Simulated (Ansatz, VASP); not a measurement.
Given: the input of a run of Ansatz 0.2.0 on CrN2.

Contents of input.yaml:

```yaml
crystal:
  lattice:
    - [3.901786, 0.0, 0.0]
    - [0.0, 4.809512, 0.0]
    - [0.0, 0.0, 2.78417]
  atoms:
    - { symbol: Cr, position: [0.0, 0.0, 0.0], spin: 3.0 }
    - { symbol: Cr, position: [0.5, 0.5, 0.5], spin: 3.0 }
    - { symbol: "N", position: [0.86617, 0.588775, 0.0] }
    - { symbol: "N", position: [0.13383, 0.411225, 0.0] }
    - { symbol: "N", position: [0.36617, 0.911225, 0.5] }
    - { symbol: "N", position: [0.63383, 0.088775, 0.5] }
hamiltonian:
  xc: pbe
  pseudopotentials: { kind: paw }
magnetization:
  spin_polarized: true
kpoints:
  mp_grid: { grid: [7, 6, 10] }
scf:
  occupations: { method: fermi_dirac, width: 0.05 }
output:
  forces: true
  stress: true
  eigenvalues: true
```

Potentials or basis: Ansatz PAW.

Command:

```console
$ ansatz run input.yaml --threads 2 --pin off --max-ram 5120MiB --backend cpu --events-out ev --progress --plain --runs-dir out
```

Problem. Translate it to VASP 6.6.1. Potentials there: VASP PAW PBE potentials, release 64 (Cr_pv, N).

Solution. As run (the cutoff follows the program's own potentials):

File INCAR:

```
ALGO = Normal
EDIFF = 1E-7
ENCUT = 520
GGA = PE
ISIF = 2
ISMEAR = -1
ISPIN = 2
LASPH = T
LCHARG = T
LELF = T
LMAXMIX = 4
LORBIT = 11
LREAL = F
LVHAR = T
LWAVE = F
MAGMOM = 3 3 0 0 0 0
NBANDS = 35
NELM = 120
PREC = Accurate
SIGMA = 0.05
```

File KPOINTS:

```
k-points
0
Gamma
  7 6 10
```

Contents of POSCAR:

```
CrN2
1.0
    3.9017860000      0.0000000000      0.0000000000
    0.0000000000      4.8095120000      0.0000000000
    0.0000000000      0.0000000000      2.7841700000
Cr N
2 4
Direct
    0.0000000000      0.0000000000      0.0000000000
    0.5000000000      0.5000000000      0.5000000000
    0.8661700000      0.5887750000      0.0000000000
    0.1338300000      0.4112250000      0.0000000000
    0.3661700000      0.9112250000      0.5000000000
    0.6338300000      0.0887750000      0.5000000000
```

Potentials or basis: VASP PAW PBE potentials, release 64 (Cr_pv, N).

Command:

```console
$ cat potpaw_PBE.64/Cr_pv/POTCAR potpaw_PBE.64/N/POTCAR > POTCAR
$ mpirun -np 1 vasp_std > vasp.out
```

Both were run:

|  | VASP | Ansatz | Ansatz less VASP |
| --- | --- | --- | --- |
| gap on the k mesh at the Fermi level (eV) | none | none | - |
| pressure (GPa) | -0.6 | -1.0 | -0.34 |
| largest component of the traceless stress (GPa) | 1.12 | 1.29 | +0.175 |
| rms of the force components (eV/Å) | 0.045 | 0.037 | -0.0072 |
| net moment per atom (μB) | 0.71 | 0.71 | 0.000 |
| size of the moment on the site where the two differ most (μB) | 2.23 | 1.90 | -0.326 |

Site moments also hang on the region over which each program counts them. Atom by atom the forces differ by 0.009 eV/Å (rms over components). A gap of «none» marks a metal or a gap that the smearing closes. The two sets of potentials don't hold the same shells in valence.

Caveats: only a ferromagnetic start was run, and an antiferromagnetic order may lie lower in energy; the pressure holds a Pulay correction of +0.8 GPa for the finite cutoff (Ansatz). With open d or f shells a metallic result of PBE can be an artefact of self-interaction; +U or a hybrid may open a gap.
